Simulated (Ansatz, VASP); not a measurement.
**Zr3CdC in VASP and in Ansatz**

```xyz
5
Lattice="4.5721 0.0000 0.0000 0.0000 4.5721 0.0000 0.0000 0.0000 4.5721" Properties=species:S:1:pos:R:3 pbc="T T T"
Zr    0.0000    2.2861    2.2861
Zr    2.2861    0.0000    2.2861
Zr    2.2861    2.2861    0.0000
Cd    0.0000    0.0000    0.0000
C     2.2861    2.2861    2.2861
```

Change from the starting cell: species swapped into the TbBRh3 type (Pm-3m, No. 221).

Alike in both runs: functional PBE; k mesh 8 × 8 × 8; occupations gaussian, width 0.1 eV; no spin polarisation.

Ansatz relaxed the structure, and its values are those at the end. VASP's run is a single point on that final structure, the one shown.

|  | VASP | Ansatz |
| --- | --- | --- |
| version | VASP 6.6.1 | Ansatz 0.2.0 |
| potentials or method | VASP PAW PBE potentials, release 64 (Zr_sv, Cd, C) | scalar-relativistic, plane waves, PAW |
| plane-wave cutoff (eV) | 520 | 420 |
| valence electrons in the cell | 52 | 60 |

VASP gave:

| Quantity | Value |
| --- | --- |
| gap on the k mesh at the Fermi level (eV) | none |
| pressure (GPa) | 0.2 |

**Question.** Which values does Ansatz return?

**Answer.** gap on the k mesh at the Fermi level (eV): none; pressure (GPa): 0.0.

A gap of «none» marks a metal or a gap that the smearing closes. With one functional, cell and mesh, what is left measures potentials, basis and numerics. The two sets of potentials don't hold the same shells in valence.
